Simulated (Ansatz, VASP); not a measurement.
# One calculation of LaMnIn, two programs

File INCAR:

```
SYSTEM = LaMnIn
PREC = Accurate
ENCUT = 520
EDIFF = 1E-6
ISMEAR = -1
SIGMA = 0.1
LREAL = .FALSE.
LASPH = .TRUE.
NELM = 150
ALGO = Normal
ISIF = 2
LWAVE = .FALSE.
LCHARG = .FALSE.
ISPIN = 2
MAGMOM = 0 4 0
LORBIT = 11
LMAXMIX = 6
GGA = PS
NBANDS = 30
```

The input KPOINTS:

```
Automatic mesh
0
G
  4 4 4
  0 0 0
```

The input POSCAR:

```
LaMnIn
1.0
    4.5933410000      0.0000000000      0.0000000000
   -2.2966705000      3.9779499942      0.0000000000
    0.0000000000      0.0000000000      4.0965590000
La Mn In
1 1 1
Direct
    0.0000000000      0.0000000000      0.0000000000
    0.6666666667      0.3333333333      0.5000000000
    0.3333333333      0.6666666667      0.5000000000
```

Input for Ansatz:

```yaml
crystal:
  lattice:
    a: 4.593341
    b: 4.593341
    c: 4.096559
    alpha: 90.0
    beta: 90.0
    gamma: 120.0
  atoms:
    - { symbol: La, position: [0.0, 0.0, 0.0] }
    - { symbol: Mn, position: [0.6666666666666666, 0.3333333333333333, 0.5] }
    - { symbol: In, position: [0.3333333333333333, 0.6666666666666666, 0.5] }
kpoints:
  mp_grid:
    grid: [4, 4, 4]
hamiltonian:
  xc: pbesol
magnetization:
  spin_polarized: true
  per_species:
    Mn: 4.0
scf:
  occupations:
    method: fermi_dirac
output:
  eigenstates:
    nscf_kmesh:
      grid: [4, 4, 4]
    top_band: c34
    magnetocrystalline_anisotropy:
      directions:
        - [0.0, 0.0, 1.0]
        - [1.0, 1.0, 1.0]
```

The cell comes from a database or a generator and needn't be the stable form of this composition.

Alike in both runs: task single point; functional PBEsol; k mesh 4 × 4 × 4; collinear spin.

|  | VASP | Ansatz |
| --- | --- | --- |
| version | VASP 6.6.1 | Ansatz 0.2.0 |
| potentials or method | VASP PAW PBE potentials, release 64 (La, Mn_pv, In_d) | plane waves, PAW |
| plane-wave cutoff (eV) | 520 | 420 |
| occupations | fermi-dirac, width 0.1 eV | fermi-dirac |
| valence electrons in the cell | 37 | 39 |

|  | VASP | Ansatz | Ansatz less VASP |
| --- | --- | --- | --- |
| gap on the k mesh at the Fermi level (eV) | none | none | - |
| net moment per atom (μB) | 1.12 | 1.12 | +0.002 |
| size of the moment on the site where the two differ most (μB) | 0.08 | 0.04 | -0.041 |

Site moments also hang on the region over which each program counts them. A gap of «none» marks a metal or a gap that the smearing closes. The two sets of potentials don't hold the same shells in valence.

Caveats: the k mesh is coarse (spacing up to 0.39 Å⁻¹), so the values aren't converged. Spin-orbit coupling is left out, which matters for the levels of La.
